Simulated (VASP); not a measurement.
Consider the following.

```
Mg2Ge
1.0
    0.00000     3.17787     3.17787
    3.17787     0.00000     3.17787
    3.17787     3.17787     0.00000
Mg Ge
2 1
Direct
  0.25000   0.25000   0.25000
  0.75000   0.75000   0.75000
  0.00000   0.00000   0.00000
```

All values below come from PBEsol GGA, VASP's PBE PAW potentials (set 64) (plane waves; VASP). Settings: 400 eV cut-off, Gaussian smearing of 0.050 eV, potentials Mg Ge_d.

Q: Give the energies of bands 7 to 12 at the high-symmetry points, in eV from the valence-band maximum.

A: 
| band | Γ | X | U | L | W |
|---|---|---|---|---|---|
| 7 | 0.00 | -4.56 | -4.12 | -4.90 | -3.70 |
| 8 | 0.00 | -2.03 | -3.55 | -0.74 | -3.70 |
| 9 | 0.00 | -2.03 | -1.69 | -0.74 | -2.75 |
| 10 | 1.06 | 0.07 | 0.69 | 1.05 | 2.74 |
| 11 | 2.85 | 0.59 | 3.15 | 2.76 | 3.74 |
| 12 | 2.85 | 7.94 | 6.07 | 2.76 | 3.83 |

The gap is indirect, 0.07 eV, from the valence maximum at Γ to the conduction minimum at X.

Measured: gap 0.74 eV (computed value off by -0.67 eV), as given by Byungki Ryu et al., Journal of the Korean Physical Society (2019), arXiv:1905.06140.

The compound is Mg2Ge in the antifluorite structure. It was relaxed first.
